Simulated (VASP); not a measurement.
VASP ran on this input.

File KPOINTS:
```
Automatic mesh
0
Gamma
7 7 4
0 0 0
```

File POSCAR:
```
ZnS
1
    1.9402446335    -3.3606022416     0.0000000000
    1.9402446335     3.3606022416     0.0000000000
    0.0000000000     0.0000000000     6.3551165989
Zn S
2 2
Direct
  0.6666670000   0.3333330000   0.5001183247
  0.3333330000   0.6666670000   0.0001183247
  0.6666670000   0.3333330000   0.8748816753
  0.3333330000   0.6666670000   0.3748816753
```

**INCAR**
```
SYSTEM = ZnS
PREC = Accurate
ENCUT = 520
EDIFF = 1E-7
NELM = 100
ALGO = Normal
LREAL = .FALSE.
LASPH = .TRUE.
ISMEAR = 0
SIGMA = 0.05
GGA = PE
IVDW = 11
LMAXMIX = 4
LWAVE = .FALSE.
LCHARG = .FALSE.
ISIF = 4
IBRION = 2
NSW = 30
EDIFFG = -0.01
```

POTCAR, in this order: Zn S (PBE.64 set). Program: vasp_std.

Task: Translate this PBE-D3 (zero damping) calculation to Quantum ESPRESSO's pw.x.

Result: One equivalent input (not run):
```
&CONTROL
  calculation = 'vc-relax'
  pseudo_dir = './pseudo'
  outdir = './out'
  tprnfor = .true.
  tstress = .true.
  nstep = 30
  forc_conv_thr = 0.00039
/
&SYSTEM
  ibrav = 0
  nat = 4
  ntyp = 2
  ecutwfc = 84
  occupations = 'smearing'
  smearing = 'gaussian'
  degauss = 0.003675
  input_dft = 'pbe'
  vdw_corr = 'grimme-d3'
  dftd3_version = 3
  dftd3_threebody = .false.
/
&ELECTRONS
  conv_thr = 7.3e-09
  electron_maxstep = 100
/
&IONS
/
&CELL
  cell_dofree = 'shape'
/
ATOMIC_SPECIES
  Zn 65.380 Zn.upf
  S 32.060 S.upf
CELL_PARAMETERS angstrom
     1.9402446   -3.3606022    0.0000000
     1.9402446    3.3606022    0.0000000
     0.0000000    0.0000000    6.3551166
ATOMIC_POSITIONS crystal
  Zn   0.6666670  0.3333330  0.5001183
  Zn   0.3333330  0.6666670  0.0001183
  S    0.6666670  0.3333330  0.8748817
  S    0.3333330  0.6666670  0.3748817
K_POINTS automatic
  7 7 4 0 0 0
```
What does not carry over: the potentials are each code's own (VASP's PAW set, PseudoDojo norm-conserving files in pw.x), so ENCUT and ecutwfc are chosen apart and not converted; conv_thr bounds pw.x's estimated SCF error, while EDIFF bounds the energy change between steps; forc_conv_thr acts on force components and is met together with etot_conv_thr.

The compound is ZnS in the wurtzite structure, the high-temperature form. This cell is one point of a volume scan, at 1.06 of the reference volume.
